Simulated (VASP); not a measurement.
# GaAs: input slips in a band-gap run and what they do

Some runs for the gap of GaAs get a fault in the input on purpose. Which of them show, and how? The starting structure is a measured crystal structure from the Crystallography Open Database. Cell and atoms stay as given unless a step says otherwise.

Method: Kohn-Sham DFT with plane waves and PAW; LDA, in VASP 6.6.1.

## (1) Starting point

The structure is cubic, space group F-43m (No. 216). Conventional cell: a = 5.654 Å, b = 5.654 Å, c = 5.654 Å, α = 90.00°, β = 90.00°, γ = 90.00°. As has 4 Ga at 2.45 Å nearest. Ga has 4 As at 2.45 Å nearest. Farther neighbours are not listed.

Structure file:

```xyz
2
Lattice="0.0000 2.8268 2.8268 2.8268 0.0000 2.8268 2.8268 2.8268 0.0000" Properties=species:S:1:pos:R:3 pbc="T T T"
As    4.2403    4.2403    4.2403
Ga    0.0000    0.0000    0.0000
```

## (2) Reference bands

File INCAR:

```
SYSTEM = GaAs
PREC = Accurate
ENCUT = 350
EDIFF = 1E-06
NELM = 100
ISMEAR = 0
SIGMA = 0.03
LREAL = .FALSE.
ALGO = Normal
GGA = CA
NBANDS = 21
LORBIT = 11
LWAVE = .FALSE.
LCHARG = .FALSE.
KPAR = 4
```

File POSCAR:

```
GaAs
1.0
    0.0000000000      2.8268500000      2.8268500000
    2.8268500000      0.0000000000      2.8268500000
    2.8268500000      2.8268500000      0.0000000000
As Ga
1 1
Direct
    0.7500000000      0.7500000000      0.7500000000
    0.0000000000      0.0000000000      0.0000000000
```

File KPOINTS:

```
Automatic mesh
0
Gamma
6 6 6
0 0 0
```

File KPOINTS_OPT:

```
Line mode
10
Line-mode
Reciprocal
  0.00000000   0.00000000   0.00000000 GAMMA
  0.50000000   0.00000000   0.50000000 X

  0.50000000   0.00000000   0.50000000 X
  0.50000000   0.25000000   0.75000000 W

  0.50000000   0.25000000   0.75000000 W
  0.37500000   0.37500000   0.75000000 K

  0.37500000   0.37500000   0.75000000 K
  0.00000000   0.00000000   0.00000000 GAMMA

  0.00000000   0.00000000   0.00000000 GAMMA
  0.50000000   0.50000000   0.50000000 L

  0.50000000   0.50000000   0.50000000 L
  0.62500000   0.25000000   0.62500000 U

  0.62500000   0.25000000   0.62500000 U
  0.50000000   0.25000000   0.75000000 W

  0.50000000   0.25000000   0.75000000 W
  0.50000000   0.50000000   0.50000000 L

  0.50000000   0.50000000   0.50000000 L
  0.37500000   0.37500000   0.75000000 K

  0.62500000   0.25000000   0.62500000 U
  0.50000000   0.00000000   0.50000000 X
```

The projector-augmented-wave data sets are As and Ga_d (LDA family, release 64).

On the command line:

```
$ mpirun -np 4 vasp_std
```

What it wrote:

```text
[banner, memory and clock lines left out]
running    4 mpi-ranks, on    1 nodes
 distrk:  each k-point on    1 cores,    4 groups
 distr:  one band on    1 cores,    1 groups

 POSCAR found type information on POSCAR AsGa
 POSCAR found :  2 types and       2 ions
 LDA part: xc-table for (Slater(with rela. corr.)+CA(PZ))
 , standard interpolation
 POSCAR, INCAR and KPOINTS ok, starting setup
 FFT: planning ... GRIDC
 FFT: planning ... GRID_SOFT
 FFT: planning ... GRID
 WAVECAR not read
 entering main loop
       N       E                     dE             d eps       ncg     rms          rms(c)
DAV:   1     0.855958447328E+02    0.85596E+02   -0.66879E+03   760   0.953E+02
DAV:   2    -0.120607677989E+01   -0.86802E+02   -0.81188E+02   695   0.253E+02
DAV:   3    -0.968937374440E+01   -0.84833E+01   -0.84117E+01   796   0.574E+01
DAV:   4    -0.983993723294E+01   -0.15056E+00   -0.15051E+00   790   0.815E+00
DAV:   5    -0.984136359785E+01   -0.14264E-02   -0.14263E-02   778   0.770E-01    0.300E+00
DAV:   6    -0.965453916519E+01    0.18682E+00   -0.15879E-01  1023   0.611E+00    0.176E+00
DAV:   7    -0.961330428338E+01    0.41235E-01   -0.50631E-02   881   0.136E+00    0.531E-01
DAV:   8    -0.960999622003E+01    0.33081E-02   -0.78973E-03   773   0.756E-01    0.103E-01
DAV:   9    -0.960997829122E+01    0.17929E-04   -0.64987E-04   856   0.245E-01    0.478E-02
DAV:  10    -0.960998382348E+01   -0.55323E-05   -0.31333E-05   906   0.426E-02    0.253E-02
DAV:  11    -0.960998927081E+01   -0.54473E-05   -0.56480E-06   753   0.290E-02    0.307E-03
DAV:  12    -0.960998915834E+01    0.11248E-06   -0.30274E-07   521   0.619E-03
   1 F= -.96099892E+01 E0= -.96099892E+01  d E =-.332477E-15
 Start KPOINTS_OPT (optional k-point list driver)
k-point batch [1-16\100]
       N       E                     dE             ncg
DAV:   1    -0.345891402054E+03   -0.63770E+04      744
DAV:   2    -0.178834053070E+04   -0.14424E+04      705
DAV:   3    -0.193137595679E+04   -0.14304E+03      840
DAV:   4    -0.193365424872E+04   -0.22783E+01      813
DAV:   5    -0.193367534359E+04   -0.21095E-01      809
DAV:   6    -0.193367595095E+04   -0.60735E-03      860
DAV:   7    -0.193367596842E+04   -0.17475E-04      780
DAV:   8    -0.193367596906E+04   -0.63505E-06      637
[...]
k-point batch [97-100\100]
       N       E                     dE             ncg
DAV:   1     0.654302650182E+04   -0.24366E+04      199
DAV:   2     0.618549904000E+04   -0.35753E+03      173
DAV:   3     0.615135361142E+04   -0.34145E+02      219
DAV:   4     0.615084480200E+04   -0.50881E+00      208
DAV:   5     0.615083976729E+04   -0.50347E-02      194
DAV:   6     0.615083962193E+04   -0.14536E-03      240
DAV:   7     0.615083962061E+04   -0.13254E-05      204
DAV:   8     0.615083962060E+04   -0.76789E-08      160
```

Wall time 14 s (4 MPI ranks of AMD EPYC 7R43, shared host); peak memory 0.44 GiB.

The logs omit lines about the potential files and the build; timing stands in the text.

From OUTCAR (step 2):

```text
ion  position               nearest neighbor table
   1  0.750  0.750  0.750-   2 2.45   2 2.45   2 2.45   2 2.45
   2  0.000  0.000  0.000-   1 2.45   1 2.45   1 2.45   1 2.45

  LATTYP: Found a face centered cubic cell.
 ALAT       =     5.6537000000

 Subroutine GETGRP returns: Found 24 space group operations
 (whereof 24 operations were pure point group operations)

The static configuration has the point symmetry T_d .

 Found     16 irreducible k-points:

   k-points           NKPTS =     16   k-points in BZ     NKDIM =     16   number of bands    NBANDS=     21

   dimension x,y,z NGX =    24 NGY =   24 NGZ =   24
   dimension x,y,z NGXF=    48 NGYF=   48 NGZF=   48

   ENCUT  =  350.0 eV  25.72 Ry    5.07 a.u.   6.10  6.10  6.10*2*pi/ulx,y,z

   NELECT =      18.0000    total number of electrons

 k-points in reciprocal lattice and weights: Automatic mesh
   0.00000000  0.00000000  0.00000000       0.005
   0.16666667  0.00000000  0.00000000       0.037
   0.33333333  0.00000000  0.00000000       0.037
   0.50000000  0.00000000  0.00000000       0.019
   0.16666667  0.16666667  0.00000000       0.028
   0.33333333  0.16666667  0.00000000       0.111
   0.50000000  0.16666667  0.00000000       0.111
  -0.33333333  0.16666667  0.00000000       0.111
  -0.16666667  0.16666667  0.00000000       0.056
[...]
-0.33333333  0.33333333  0.16666667       0.111
  -0.33333333  0.50000000  0.16666667       0.056

 average (electrostatic) potential at core
       1 -53.7674       2 -67.5139

 E-fermi :   3.9839

 k-point     1 :       0.0000    0.0000    0.0000
  band No.  band energies     occupation
    ...
      5     -11.0436      2.00000
      6      -8.9554      2.00000
      7       3.8105      2.00000
      8       3.8105      2.00000
      9       3.8105      2.00000
     10       4.1374      0.00000
     11       7.4755      0.00000
     12       7.4755      0.00000
     13       7.4755      0.00000
     14      11.1449      0.00000
    ...

 k-point     2 :       0.1667    0.0000    0.0000
  band No.  band energies     occupation
    ...
      5     -11.0437      2.00000
      6      -8.6357      2.00000
      7       1.0372      2.00000
      8       3.4261      2.00000
      9       3.4261      2.00000
     10       5.3111      0.00000
     11       8.0238      0.00000
     12       8.0238      0.00000
     13       8.3806      0.00000
     14      12.5327      0.00000
    ...

 k-point     3 :       0.3333    0.0000    0.0000
  band No.  band energies     occupation
    ...
      5     -11.0420      2.00000
      6      -7.8084      2.00000
      7      -1.6258      2.00000
      8       2.8777      2.00000
      9       2.8777      2.00000
     10       4.8859      0.00000
     11       8.4433      0.00000
     12       8.4433      0.00000
     13      10.9017      0.00000
     14      12.3666      0.00000
    ...

  Total       -0.5045135     -0.5045135     -0.5045135      0.0000000      0.0000000      0.0000000
  in kB      -17.8914305    -17.8914305    -17.8914305      0.0000000      0.0000000      0.0000000
  external PRESSURE =     -17.8914305 kB  Pullay stress =       0.0000000 kB

  energy-cutoff  :      350.00
  volume of cell :       45.18
      direct lattice vectors                 reciprocal lattice vectors
     0.000000000  2.826850000  2.826850000    -0.176875321  0.176875321  0.176875321
     2.826850000  0.000000000  2.826850000     0.176875321 -0.176875321  0.176875321
     2.826850000  2.826850000  0.000000000     0.176875321  0.176875321 -0.176875321

 POSITION                                       TOTAL-FORCE (eV/Angst)
 -----------------------------------------------------------------------------------
      4.24027      4.24027      4.24027        -0.000000     -0.000000     -0.000000
      0.00000      0.00000      0.00000         0.000000      0.000000      0.000000
 -----------------------------------------------------------------------------------
    total drift:                               -0.000003     -0.000003     -0.000002

  FREE ENERGIE OF THE ION-ELECTRON SYSTEM (eV)
  ---------------------------------------------------
  free  energy   TOTEN  =        -9.6099891583 eV

  energy  without entropy=       -9.6099891583  energy(sigma->0) =       -9.60998916

 total charge
# of ion       s       p       d       tot
------------------------------------------
    1        1.215   1.599   0.031   2.844
    2        0.890   0.808   9.992  11.691
--------------------------------------------------
tot          2.105   2.407  10.023  14.535

[... 3 further parts left out ...]
```

Spin-orbit coupling is off here; it would split degenerate levels.

The reference gap is 0.327 eV.

## (3) Bands with a cutoff far too low

A slip made on purpose: a cutoff far too low. Against step 2 the input has ENCUT = 130 (also changed: NELM).

INCAR, as its differences from that of step 2:

```diff
@@ -2,5 +2,5 @@
 PREC = Accurate
-ENCUT = 350
+ENCUT = 130
 EDIFF = 1E-06
-NELM = 100
+NELM = 60
 ISMEAR = 0
```

POSCAR is that of step 2.

KPOINTS is that of step 2.

KPOINTS_OPT is that of step 2.

On the command line:

```
$ mpirun -np 4 vasp_std
```

What it wrote:

```text
[... set-up lines as in an earlier step ...]
 entering main loop
       N       E                     dE             d eps       ncg     rms          rms(c)
DAV:   1     0.552406249790E+02    0.55241E+02   -0.44725E+03   799   0.356E+02
DAV:   2     0.950867994703E+01   -0.45732E+02   -0.44113E+02   762   0.109E+02
DAV:   3     0.836010962576E+01   -0.11486E+01   -0.11458E+01   792   0.162E+01
DAV:   4     0.835638689751E+01   -0.37227E-02   -0.37226E-02   742   0.102E+00
[...]
DAV:  10     0.134482707316E+02    0.12879E-03   -0.64186E-04   765   0.132E-01    0.233E-02
DAV:  11     0.134482780534E+02    0.73218E-05   -0.42401E-05   742   0.317E-02    0.134E-02
DAV:  12     0.134482782757E+02    0.22230E-06   -0.81265E-06   757   0.158E-02
   1 F= 0.13448278E+02 E0= 0.13448385E+02  d E =-.214253E-03
 Start KPOINTS_OPT (optional k-point list driver)
k-point batch [1-16\100]
       N       E                     dE             ncg
DAV:   1    -0.198177174109E+04   -0.56079E+04      789
DAV:   2    -0.274991860259E+04   -0.76815E+03      769
DAV:   3    -0.276743159966E+04   -0.17513E+02      813
DAV:   4    -0.276749663345E+04   -0.65034E-01      748
DAV:   5    -0.276749728870E+04   -0.65525E-03      838
DAV:   6    -0.276749729645E+04   -0.77451E-05      787
DAV:   7    -0.276749729653E+04   -0.82630E-07      657
[...]
k-point batch [97-100\100]
       N       E                     dE             ncg
DAV:   1     0.335093839896E+04   -0.16757E+04      202
DAV:   2     0.315037337901E+04   -0.20057E+03      191
DAV:   3     0.314606362835E+04   -0.43098E+01      216
DAV:   4     0.314604468357E+04   -0.18945E-01      198
DAV:   5     0.314604452695E+04   -0.15662E-03      203
DAV:   6     0.314604452511E+04   -0.18436E-05      235
DAV:   7     0.314604452511E+04   -0.56089E-08      174
```

It took 5.4 s on 4 MPI ranks; peak memory 0.3 GiB; 18 s of CPU time.

From OUTCAR (step 3):

```text
  Total     -140.1860007   -140.1860007   -140.1860007     -0.0000000     -0.0000000     -0.0000000
  in kB    -4971.3797620  -4971.3797620  -4971.3797620     -0.0000000     -0.0000000     -0.0000000
  external PRESSURE =   -4971.3797620 kB  Pullay stress =       0.0000000 kB

 POSITION                                       TOTAL-FORCE (eV/Angst)
 -----------------------------------------------------------------------------------
      4.24027      4.24027      4.24027         0.000000     -0.000000     -0.000000
      0.00000      0.00000      0.00000        -0.000000      0.000000      0.000000
 -----------------------------------------------------------------------------------
    total drift:                                0.000022      0.000022      0.000011

  FREE ENERGIE OF THE ION-ELECTRON SYSTEM (eV)
  ---------------------------------------------------
  free  energy   TOTEN  =        13.4482782757 eV

  energy  without entropy=       13.4484925289  energy(sigma->0) =       13.44838540

[... 1 part as in an earlier step ...]

[... 2 further parts left out ...]
[key lines of the parts left out:]
E-fermi :   3.5583
```

With a cutoff far too low there is no gap to read, since by its occupations the run counts as a metal (its levels may still leave one).

## (4) Bands with too few electronic steps

A slip made on purpose: too few electronic steps. Against step 2 the input has NELM = 4.

INCAR, as its differences from that of step 3:

```diff
@@ -2,5 +2,5 @@
 PREC = Accurate
-ENCUT = 130
+ENCUT = 350
 EDIFF = 1E-06
-NELM = 60
+NELM = 4
 ISMEAR = 0
```

POSCAR is that of step 3.

KPOINTS is that of step 3.

KPOINTS_OPT is that of step 3.

On the command line:

```
$ mpirun -np 4 vasp_std
```

What it wrote:

```text
[... set-up lines as in an earlier step ...]
 entering main loop
       N       E                     dE             d eps       ncg     rms          rms(c)
[... 4 cycles as in an earlier step ...]
 -----------------------------------------------------------------------------
|                                                                             |
|           W    W    AA    RRRRR   N    N  II  N    N   GGGG   !!!           |
|           W    W   A  A   R    R  NN   N  II  NN   N  G    G  !!!           |
|           W    W  A    A  R    R  N N  N  II  N N  N  G       !!!           |
|           W WW W  AAAAAA  RRRRR   N  N N  II  N  N N  G  GGG   !            |
|           WW  WW  A    A  R   R   N   NN  II  N   NN  G    G                |
|           W    W  A    A  R    R  N    N  II  N    N   GGGG   !!!           |
|                                                                             |
|     The electronic self-consistency was not achieved in the given           |
|     number of steps (NELM). The forces and other quantities evaluated       |
|     might not be reliable so examine the results carefully. If you find     |
|     spurious results, we suggest increasing NELM, if you were close to      |
|     convergence or switching to a different ALGO or adjusting the           |
|     density mixing parameters otherwise.                                    |
|                                                                             |
 -----------------------------------------------------------------------------

   1 F= -.98399372E+01 E0= -.98399372E+01  d E =-.932707E-20
 Start KPOINTS_OPT (optional k-point list driver)
k-point batch [1-16\100]
       N       E                     dE             ncg
DAV:   1    -0.382130675127E+03   -0.64133E+04      752
DAV:   2    -0.181705458362E+04   -0.14349E+04      702
DAV:   3    -0.195953778885E+04   -0.14248E+03      840
DAV:   4    -0.196182906415E+04   -0.22913E+01      813
[...]
k-point batch [97-100\100]
       N       E                     dE             ncg
DAV:   1     0.653677818892E+04   -0.24428E+04      199
DAV:   2     0.617882058727E+04   -0.35796E+03      173
DAV:   3     0.614453622931E+04   -0.34284E+02      219
DAV:   4     0.614402198464E+04   -0.51424E+00      208
```

Wall time 6.4 s (4 MPI ranks); peak memory 0.43 GiB.

OUTCAR, selected parts (step 4):

```text
  Total       -9.3656636     -9.3656636     -9.3656636      0.0000000      0.0000000      0.0000000
  in kB     -332.1320976   -332.1320976   -332.1320976      0.0000000      0.0000000      0.0000000
  external PRESSURE =    -332.1320976 kB  Pullay stress =       0.0000000 kB

  FREE ENERGIE OF THE ION-ELECTRON SYSTEM (eV)
  ---------------------------------------------------
  free  energy   TOTEN  =        -9.8399372329 eV

  energy  without entropy=       -9.8399372329  energy(sigma->0) =       -9.83993723

[... 3 parts as in an earlier step ...]

[... 1 further part left out ...]
[key lines of the parts left out:]
E-fermi :   3.4824
```

The electronic loop didn't reach EDIFF within its 4 cycles (NELM).

[end of part 1 of 2]

[Lines on the potential files, build, host, timing and source positions are cut from VASP's logs without a mark.]

[Logs are printed without paths, hosts, clocks, repeated set-up lines and the standing remarks that a program may print on its own settings, such as how far it seeks lower states.]

[Hosts, paths, dates, database ids (printed as entryN), source tags and the programs' standing remarks are cut or masked in the printed files.]
